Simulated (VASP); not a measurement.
Here is the system:

```xyz
2
Lattice="0.0000 2.9426 2.9426 2.9426 0.0000 2.9426 2.9426 2.9426 0.0000" Properties=species:S:1:pos:R:3 pbc="T T T"
Cd     0.0000     0.0000     0.0000
S      1.4713     1.4713     1.4713
```

These are optB86b-vdW, VASP's PBE PAW potentials (set 64) (plane waves; VASP) values and carry that method's errors. Numerical set-up: 520 eV cut-off, Gaussian smearing of 0.050 eV, potentials Cd S.

Question: Give the energies of bands 6 to 11 at the high-symmetry points, in eV from the valence-band maximum.

Answer: 
```csv
band,Γ,X,U,L,W
6,-7.21,-6.80,-6.67,-6.86,-6.63
7,0.00,-3.86,-3.83,-4.27,-3.80
8,0.00,-1.80,-2.44,-0.72,-2.17
9,0.00,-1.80,-1.46,-0.72,-2.12
10,0.99,3.51,4.16,2.89,5.26
11,6.50,4.25,5.33,6.95,5.37
```

The gap is direct, 0.99 eV, from the valence maximum at Γ to the conduction minimum at Γ.

Measured: gap 2.48 eV at 4 K (computed value off by -1.49 eV), as given by arXiv:1206.3780.

The compound is CdS in the zinc blende structure, a metastable form; wurtzite is the usual one. It was relaxed first.
